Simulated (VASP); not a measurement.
Energy against volume of SiO2 (rutile). Method: vdW-DF2, VASP's PBE PAW potentials (set 64) (plane waves; VASP). Run with 520 eV cut-off, 5×5×8 Γ-centred mesh, Gaussian smearing of 0.050 eV, potentials Si O.

Shape and ions are relaxed at each volume.

```csv
V (Å³/atom),E (eV/atom)
7.833,-5.92047
8.083,-5.94029
8.333,-5.94667
8.583,-5.94214
```

Task: Fit these four points and predict the energy of the run at 8.833 Å³/atom.

Result: A cubic in V^(−2/3), the third-order Birch-Murnaghan form, passes through the four points with V0 = 8.35 Å³/atom and B0 = 230 GPa, and gives -5.9288 eV/atom there. The run gave -5.9290 eV/atom, -0.2 meV/atom from the fit; all five points give B0 = 229 GPa.

The compound is SiO2 in the rutile structure, stishovite, a high-pressure form. It was relaxed first, which changed the volume by +7 %.
